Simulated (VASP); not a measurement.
Crystal: KCl.

```
CELL_PARAMETERS angstrom
0.00000 3.14647 3.14647
3.14647 0.00000 3.14647
3.14647 3.14647 0.00000
ATOMIC_POSITIONS crystal
K 0.00000 0.00000 0.00000
Cl 0.50000 0.50000 0.50000
```

| Property | Result |
| --- | --- |
| Program | VASP 6.6.1 |
| Task | relaxation of cell and atoms |
| Functional | PBE |
| Potentials or basis | VASP PAW PBE potentials, release 64 (K_sv, Cl) |
| Cutoff | 600 eV |
| k mesh | 6 × 6 × 6 |
| Occupations | gaussian, width 0.02 eV |
| Spin | no spin polarisation |

At the start: pressure 0.8 GPa; volume 31.15 Å³/atom.

Question: Where does the relaxation end?

Answer: Over 4 steps the energy falls by 3.5 meV/atom and the volume is 32.58 Å³/atom (+4.6 %); space group Fm-3m (No. 225, to 0.05 Å).

Step by step:
| step | energy change (eV) | largest force (eV/Å) | pressure (GPa) | volume (Å³) |
| --- | --- | --- | --- | --- |
| 1 | 0.0000 | 0.0000 | 0.82 | 62.30 |
| 2 | -0.0053 | 0.0000 | 0.38 | 63.75 |
| 3 | -0.0069 | 0.0000 | -0.03 | 65.28 |
| 4 | -0.0070 | 0.0000 | 0.00 | 65.16 |

Final structure:
```xyz
2
Lattice="0.0000 3.1938 3.1938 3.1938 0.0000 3.1938 3.1938 3.1938 0.0000" Properties=species:S:1:pos:R:3 pbc="T T T"
K     0.0000    0.0000    0.0000
Cl    3.1938    3.1938    3.1938
```
